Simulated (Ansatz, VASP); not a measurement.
# Cross-check of SmTa between VASP and Ansatz, part 2 of 2

Wanted: the spread between two codes on one cell, functional and k mesh. The cell is invented: As first built, before any earlier steps moved the atoms (in the runner's words): it takes the YZr structure with all of its atoms replaced by other elements, volume scaled by an estimate. It may not be a known or stable phase. The cell is taken from a series of VASP runs on this material, whose earlier steps may have relaxed, scaled or displaced it; both programs get it as it stands.

VASP 6.6.1 and Ansatz 0.2.0.

So far: The structure; Ansatz: relaxation of cell and atoms, PBE with D4.

In doubt: a part-filled 4f shell, where there is one, can sit in one of many states, so energies may not be the lowest and differences between runs may mislead; derivatives with an open 4f shell can jump between states, which bears on forces and vibrations.

### 3. VASP: relaxation of cell and atoms, PBE with D4

Level of this step: PBE with D4, spin-polarised from a ferromagnetic start (one magnetic atom a cell); plane waves and PAW (Ta_pv, Sm); invented cell (VASP).

The same cell, functional, mesh and smearing now go to VASP, with its own data sets and cutoff.

Lines of VASP's logs that name or quote its potential files are left out, and so is its time.

Contents of INCAR:

```
SYSTEM = SmTa
PREC = Accurate
ENCUT = 450
EDIFF = 1E-06
NELM = 100
ISMEAR = 1
SIGMA = 0.2
LREAL = .FALSE.
ALGO = Normal
GGA = PE
IVDW = 13
ISPIN = 2
MAGMOM = 0 5
LMAXMIX = 6
LORBIT = 11
LWAVE = .FALSE.
LCHARG = .FALSE.
IBRION = 2
NSW = 60
ISIF = 3
EDIFFG = -0.01
```

Contents of POSCAR:

```
SmTa
1.0
    3.0740551692      0.0000000000      0.0000000000
   -1.5370275846      2.6622102010      0.0000000000
    0.0000000000      0.0000000000      5.4277549609
Ta Sm
1 1
Direct
    0.3333333300      0.6666666700      0.0000000000
    0.6666666700      0.3333333300      0.5000000000
```

Contents of KPOINTS:

```
Automatic mesh
0
Gamma
7 7 4
0 0 0
```

Potentials, in the order of the species: Ta_pv and Sm (PBE family, release 64).

Run with:

```sh
> mpirun -np 1 vasp_std
```

Numbers of over 12 decimals in the logs are rounded to 6 here.

Output:

```text
[banner, memory and clock lines left out]
running    1 mpi-ranks, on    1 nodes
 distrk:  each k-point on    1 cores,    1 groups
 distr:  one band on    1 cores,    1 groups

 POSCAR found type information on POSCAR TaSm
 POSCAR found :  2 types and       2 ions
 LDA part: xc-table for (Slater+PW92), standard interpolation
 POSCAR, INCAR and KPOINTS ok, starting setup
 FFT: planning ... GRIDC
 FFT: planning ... GRID_SOFT
 FFT: planning ... GRID
 WAVECAR not read
 entering main loop
       N       E                     dE             d eps       ncg     rms          rms(c)
DAV:   1     0.157560239353E+03    0.15756E+03   -0.10723E+04  2484   0.485E+03
DAV:   2     0.481922640992E+01   -0.15274E+03   -0.14367E+03  2436   0.439E+02
DAV:   3    -0.176861494015E+02   -0.22505E+02   -0.21154E+02  3296   0.138E+02
DAV:   4    -0.200202640520E+02   -0.23341E+01   -0.22282E+01  3728   0.363E+01
DAV:   5    -0.202696283074E+02   -0.24936E+00   -0.23581E+00  3428   0.100E+01    0.421E+01
DAV:   6    -0.238621186047E+02   -0.35925E+01   -0.38870E+01  3380   0.560E+01    0.524E+01
DAV:   7    -0.258832767321E+02   -0.20212E+01   -0.78655E+01  3092   0.130E+02    0.189E+02
DAV:   8    -0.278020733546E+02   -0.19188E+01   -0.43438E+00  3560   0.164E+01    0.123E+02
DAV:   9    -0.194406307392E+02    0.83614E+01   -0.22747E+01  2808   0.106E+02    0.431E+01
DAV:  10    -0.197131533751E+02   -0.27252E+00   -0.25320E+00  3600   0.127E+01    0.130E+01
DAV:  11    -0.198212373817E+02   -0.10808E+00   -0.15062E-01  3536   0.674E+00    0.792E+00
DAV:  12    -0.198349398732E+02   -0.13702E-01   -0.54942E-02  3344   0.609E+00    0.666E+00
DAV:  13    -0.198760299489E+02   -0.41090E-01   -0.20267E-02  3700   0.298E+00    0.442E+00
DAV:  14    -0.199081564944E+02   -0.32127E-01   -0.29281E-02  3364   0.432E+00    0.245E+00
[...]
DAV:  19    -0.199051666943E+02    0.20477E-04   -0.54377E-04  3620   0.556E-01    0.516E-01
DAV:  20    -0.199051053275E+02    0.61367E-04   -0.16506E-04  3444   0.286E-01    0.524E-01
DAV:  21    -0.199051400867E+02   -0.34759E-04   -0.59403E-05  3264   0.212E-01    0.488E-01
DAV:  22    -0.199051180991E+02    0.21988E-04   -0.21364E-05  3152   0.146E-01    0.548E-01
DAV:  23    -0.199051195104E+02   -0.14112E-05   -0.67952E-06  2900   0.640E-02    0.559E-01
DAV:  24    -0.199051210509E+02   -0.15405E-05   -0.71144E-07  2000   0.160E-02    0.572E-01
DAV:  25    -0.199051161552E+02    0.48956E-05   -0.84061E-07  2064   0.228E-02    0.606E-01
DAV:  26    -0.199051161412E+02    0.13977E-07   -0.28090E-07  1416   0.724E-03
   1 F= -.20539902E+02 E0= -.20536940E+02  d E =-.205399E+02  mag=     5.5947
[... from here on, the cycles between the ionic steps are left out ...]
   2 F= -.20539942E+02 E0= -.20536930E+02  d E =-.399050E-04  mag=     5.5900
   3 F= -.20539942E+02 E0= -.20536935E+02  d E =-.404643E-04  mag=     5.5899
   4 F= -.20539954E+02 E0= -.20536931E+02  d E =-.116423E-04  mag=     5.5905
   5 F= -.20539979E+02 E0= -.20536921E+02  d E =-.369517E-04  mag=     5.5924
   6 F= -.20539998E+02 E0= -.20536874E+02  d E =-.557317E-04  mag=     5.5961
   7 F= -.20539992E+02 E0= -.20536833E+02  d E =-.502230E-04  mag=     5.5980
   8 F= -.20539998E+02 E0= -.20536856E+02  d E =-.554443E-04  mag=     5.5971
   9 F= -.20540000E+02 E0= -.20536871E+02  d E =-.574302E-04  mag=     5.5966
  10 F= -.20540017E+02 E0= -.20536889E+02  d E =-.175381E-04  mag=     5.5964
 ZBRENT: can't locate minimum, use default step
 trial-energy change:   -0.000018  1 .order   -0.000028   -0.000027   -0.000030
 step:   0.3297(harm=  0.3297)  dis= 0.00000  next Energy=   -20.540130 (dE=-0.131E-03)
 bond charge predicted
       N       E                     dE             d eps       ncg     rms          rms(c)
DAV:   1    -0.199069876420E+02   -0.25290E-02   -0.85277E-03  3100   0.229E+00    0.144E+00
DAV:   2    -0.202340506685E+02   -0.32706E+00   -0.37463E-01  3052   0.180E+01    0.135E+01
DAV:   3    -0.198980693320E+02    0.33598E+00   -0.27106E-01  2984   0.170E+01    0.463E-01
DAV:   4    -0.199036118400E+02   -0.55425E-02   -0.13277E-02  3408   0.987E-01    0.359E-01
DAV:   5    -0.199037245280E+02   -0.11269E-03   -0.10505E-03  3480   0.456E-01    0.120E-01
DAV:   6    -0.199037345800E+02   -0.10052E-04   -0.88227E-05  3232   0.109E-01    0.735E-02
DAV:   7    -0.199037401963E+02   -0.56163E-05   -0.21629E-05  3720   0.674E-02    0.689E-02
DAV:   8    -0.199037375118E+02    0.26845E-05   -0.46714E-06  2464   0.549E-02    0.531E-02
DAV:   9    -0.199037375781E+02   -0.66331E-07   -0.69497E-06  3084   0.428E-02
  11 F= -.20540051E+02 E0= -.20536946E+02  d E =-.512811E-04  mag=     5.5952
 curvature:  -0.26 expect dE=-0.175E-06 dE for cont linesearch -0.113E-07
 trial: gam=-0.00003 g(F)=  0.123E-44 g(S)=  0.671E-06 ort = 0.378E-05 (trialstep = 0.132E+00)
 search vector abs. value=  0.671E-06
 reached required accuracy - stopping structural energy minimisation
```

OUTCAR, selected parts (step 3):

```text
ion  position               nearest neighbor table
   1  0.333  0.667  0.000-   2 3.24   2 3.24   2 3.24   2 3.24   2 3.24   2 3.24
   2  0.667  0.333  0.500-   1 3.24   1 3.24   1 3.24   1 3.24   1 3.24   1 3.24

  LATTYP: Found a hexagonal cell.
 ALAT       =     3.0740551692
 C/A-ratio  =     1.7656660867

 Subroutine GETGRP returns: Found 12 space group operations
 (whereof 12 operations were pure point group operations)

The static configuration has the point symmetry D_3h.

 Found     24 irreducible k-points:

   k-points           NKPTS =     24   k-points in BZ     NKDIM =     24   number of bands    NBANDS=     20

   dimension x,y,z NGX =    24 NGY =   24 NGZ =   40
   dimension x,y,z NGXF=    48 NGYF=   48 NGZF=   80

   ENCUT  =  450.0 eV  33.07 Ry    5.75 a.u.   5.32  5.32  9.39*2*pi/ulx,y,z

   NELECT =      27.0000    total number of electrons

 k-points in reciprocal lattice and weights: Automatic mesh
   0.00000000  0.00000000  0.00000000       0.005
   0.14285714  0.00000000  0.00000000       0.031
   0.28571429  0.00000000  0.00000000       0.031
   0.42857143  0.00000000  0.00000000       0.031
   0.14285714  0.14285714  0.00000000       0.031
   0.28571429  0.14285714  0.00000000       0.061
   0.42857143  0.14285714  0.00000000       0.031
   0.28571429  0.28571429  0.00000000       0.031
   0.00000000  0.00000000  0.25000000       0.010
[...]
0.42857143  0.14285714  0.50000000       0.031
   0.28571429  0.28571429  0.50000000       0.031

 average (electrostatic) potential at core
       1 -37.9381       2 -39.4010

 E-fermi :   4.7986

 spin component 1
 k-point     1 :       0.0000    0.0000    0.0000
  band No.  band energies     occupation
    ...
     11       4.4200      1.01113
     12       4.5047      1.02898
     13       4.5047      1.02898
     14       4.6212      1.00909
     15       4.6212      1.00909
     16       4.8577      0.26153
     17       5.3506     -0.00034
     18       5.8437     -0.00000
     19       5.8437     -0.00000
     20       6.6252     -0.00000

 k-point     2 :       0.1429    0.0000    0.0000
  band No.  band energies     occupation
    ...
     12       4.4352      1.01379
     13       4.4718      1.02149
     14       4.5474      1.03531
     15       4.6000      1.02440
     16       4.6921      0.88755
     17       5.0944     -0.02858
     18       5.5322     -0.00000
     19       6.0925     -0.00000
     20       6.4224     -0.00000

 k-point     3 :       0.2857    0.0000    0.0000
  band No.  band energies     occupation
    ...
     13       4.4024      1.00850
     14       4.4258      1.01209
     15       4.6603      0.95697
     16       4.6672      0.94401
     17       4.7130      0.82809
     18       5.0128     -0.03100
     19       5.9718     -0.00000
     20       6.5901     -0.00000

 k-point     4 :       0.4286    0.0000    0.0000
  band No.  band energies     occupation
    ...
     13       4.3003      1.00120
     14       4.6631      0.95185
     15       4.6656      0.94705
     16       4.7082      0.84250
     17       4.7821      0.56946
     18       5.3876     -0.00013
     19       5.8437     -0.00000
     20       6.2917     -0.00000

 k-point     5 :       0.1429    0.1429    0.0000
  band No.  band energies     occupation
    ...
     14       4.5506      1.03542
     15       4.5976      1.02566
     16       4.6251      1.00532
     17       4.7113      0.83330
     18       4.7523      0.69037
     19       6.4096     -0.00000
     20       6.4330     -0.00000

 k-point     6 :       0.2857    0.1429    0.0000
  band No.  band energies     occupation
    ...
     13       4.2773      1.00071
     14       4.5173      1.03154
     15       4.6134      1.01566
     16       4.6170      1.01280
     17       4.7520      0.69152
     18       5.0791     -0.03169
     19       5.7475     -0.00000
     20       6.4585     -0.00000

  DFT-D4 for vdW energy calculation

  Edisp (eV):   -0.63631

  Total      -0.00333    -0.00333     0.00236     0.00000     0.00000     0.00000
  in kB      -0.12058    -0.12058     0.08540     0.00000     0.00000     0.00000
  external pressure =       -0.05 kB  Pullay stress =        0.00 kB

  energy-cutoff  :      450.00
  volume of cell :       44.30
      direct lattice vectors                 reciprocal lattice vectors
     3.067427014  0.000000000 -0.000000000     0.326006127  0.188219702  0.000000000
    -1.533713507  2.656470048  0.000000000    -0.000000000  0.376439403 -0.000000000
    -0.000000000  0.000000000  5.436850806     0.000000000 -0.000000000  0.183930006

 POSITION                                       TOTAL-FORCE (eV/Angst)
 -----------------------------------------------------------------------------------
     -0.00000      1.77098      0.00000        -0.000000     -0.000000      0.000000
      1.53371      0.88549      2.71843         0.000000      0.000000     -0.000000
 -----------------------------------------------------------------------------------
    total drift:                               -0.000022      0.000012      0.000000

  FREE ENERGIE OF THE ION-ELECTRON SYSTEM (eV)
  ---------------------------------------------------
  free  energy   TOTEN  =       -20.5400509214 eV

  energy  without entropy=      -20.5307369992  energy(sigma->0) =      -20.53694628

 reached required accuracy - stopping structural energy minimisation

 total charge
# of ion       s       p       d       f       tot
--------------------------------------------------
    1        0.383   6.103   2.240   0.000   8.726
    2        2.083   5.589   0.759   5.445  13.877
--------------------------------------------------
tot          2.466  11.692   2.999   5.445  22.603

 magnetization (x)
# of ion       s       p       d       f       tot
--------------------------------------------------
    1       -0.012  -0.007  -0.265   0.000  -0.285
    2        0.006  -0.075   0.233   5.365   5.530
--------------------------------------------------
tot         -0.006  -0.082  -0.032   5.365   5.245

[... 6 further parts left out ...]
```

Without U or exact exchange, f electrons of an open shell come out too delocalised. Dispersion corrections of this kind ignore metallic screening and tend to overbind metals.

### 4. Comparison

Known differences besides the potentials themselves: both relaxations stop at a tolerance, which leaves soft axes loose, and VASP keeps its plane-wave basis; the data sets hold 29 valence electrons in Ansatz (default PAW (the set named soft_2) files) and 27 in VASP; the cutoff is 420 eV in Ansatz and 450 eV in VASP; VASP leaves aspherical gradient terms in its spheres out (LASPH is not set), Ansatz keeps them; Ansatz adds a Pulay correction to the stress that steers its cell, VASP none; site moments are counted in spheres of each program's own size. Total energies have different zeros and are not compared.

Compared:

```
                                         quantity  Ansatz   VASP  difference
                                      volume (Å³)   44.47  44.30     +0.39 %
edge a after relaxation, in the typed setting (Å)   3.080  3.067     +0.40 %
edge c after relaxation, in the typed setting (Å)   5.415  5.437     -0.41 %
                                total moment (μB)    5.54   5.60       -0.06
                               moment on Sm2 (μB)    5.67   5.53       +0.13
                               moment on Ta1 (μB)   -0.32  -0.28       -0.04
```

The walks stopped with 0.00 GPa left in Ansatz and -0.01 GPa in VASP; each walk ends within a tolerance, so the volume difference is uncertain by about these residues over the bulk modulus, most in soft cells.

### 5. What came out

* difference in edge c after relaxation, in the typed setting (relaxation of cell and atoms, PBE with D4): -0.41 %

**Reading.** The difference in edge c after relaxation, in the typed setting is -0.41 % (relaxation of cell and atoms, PBE with D4), within the 1.2 % picked in this series as the mark of a large difference, as far as the stopping tolerances let one tell. How closely two codes agree says nothing of how well the functional describes the real material.

[Lines on the potential files, build, host, timing and source positions are cut from VASP's logs without a mark.]

[Logs are printed without paths, hosts, clocks, repeated set-up lines and the standing remarks that a program may print on its own settings, such as how far it seeks lower states.]

[Hosts, paths, dates, database ids (printed as entryN), source tags and the programs' standing remarks are cut or masked in the printed files.]
